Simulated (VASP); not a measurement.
Input for VASP

### KPOINTS
```
Automatic mesh
0
Gamma
7 7 7
0 0 0
```

### INCAR
```
NELM=100   # most electronic steps
ALGO=Normal   # blocked Davidson
ISIF=3
LWAVE=.False.
IBRION=2   # conjugate gradients
ISMEAR=0
LMAXMIX=4
GGA=PS   # PBEsol
PREC=Accurate
EDIFF=1E-6   # SCF stop (eV)
ENCUT=480   # plane-wave cut-off (eV)
NSW=60   # most ionic steps
SYSTEM=CdSe
EDIFFG=-0.01
LASPH=.True.   # aspherical one-centre terms
SIGMA=0.05   # width (eV)
LREAL=.False.   # projection in real space or not
LCHARG=.False.
```

POSCAR:
```
CdSe
1
   -0.0000000000     3.0465587006     3.0465587006
    3.0465587006     0.0000000000     3.0465587006
    3.0465587006     3.0465587006     0.0000000000
Cd Se
1 1
Direct
  0.0000000000   0.0000000000   0.0000000000
  0.7500000000   0.7500000000   0.7500000000
```

POTCAR, in this order: Cd Se (PBE.64 set). Program: vasp_std.

Question: Translate this PBEsol calculation to Quantum ESPRESSO's pw.x.

Answer: One equivalent input (not run):
```
&CONTROL
  calculation = 'vc-relax'
  pseudo_dir = './pseudo'
  outdir = './out'
  tprnfor = .true.
  tstress = .true.
  nstep = 60
  forc_conv_thr = 0.00039
/
&SYSTEM
  ibrav = 0
  nat = 2
  ntyp = 2
  ecutwfc = 102
  occupations = 'smearing'
  smearing = 'gaussian'
  degauss = 0.003675
  input_dft = 'pbesol'
/
&ELECTRONS
  conv_thr = 7.3e-08
  electron_maxstep = 100
/
&IONS
/
&CELL
/
ATOMIC_SPECIES
  Cd 112.414 Cd.upf
  Se 78.971 Se.upf
CELL_PARAMETERS angstrom
    -0.0000000    3.0465587    3.0465587
     3.0465587    0.0000000    3.0465587
     3.0465587    3.0465587    0.0000000
ATOMIC_POSITIONS crystal
  Cd   0.0000000  0.0000000  0.0000000
  Se   0.7500000  0.7500000  0.7500000
K_POINTS automatic
  7 7 7 0 0 0
```
Limits of the translation: the potentials are each code's own (VASP's PAW set, PseudoDojo norm-conserving files in pw.x), so ENCUT and ecutwfc are chosen apart and not converted; conv_thr bounds pw.x's estimated SCF error, while EDIFF bounds the energy change between steps; forc_conv_thr acts on force components and is met together with etot_conv_thr.

The compound is CdSe in the zinc blende structure, whereas wurtzite is the usual form. It was relaxed first. The start is the result of an earlier pass.
